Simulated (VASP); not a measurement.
Energy against volume of SrCl2 (fluorite). Computed with RPBE GGA, VASP's PBE PAW potentials (set 64) (plane waves; VASP 6.6.1). Numerical set-up: 520 eV cut-off, 6×6×6 Γ-centred mesh, Gaussian smearing of 0.050 eV, potentials Sr_sv Cl.

```
V (Å³/atom)  E (eV/atom)
-----------  -----------
29.055          -4.03938
29.982          -4.04816
30.909          -4.05110
31.836          -4.04907
```

**Question.** Fit these four points and predict the energy of the run at 32.764 Å³/atom.

**Answer.** A cubic in V^(−2/3), the third-order Birch-Murnaghan form, passes through the four points with V0 = 30.97 Å³/atom and B0 = 28 GPa, and gives -4.0428 eV/atom there. The run gave -4.0428 eV/atom, -0.0 meV/atom from the fit; all five points give B0 = 28 GPa.

The compound is SrCl2 in the fluorite structure. It was relaxed first, which changed the volume by +9 %.
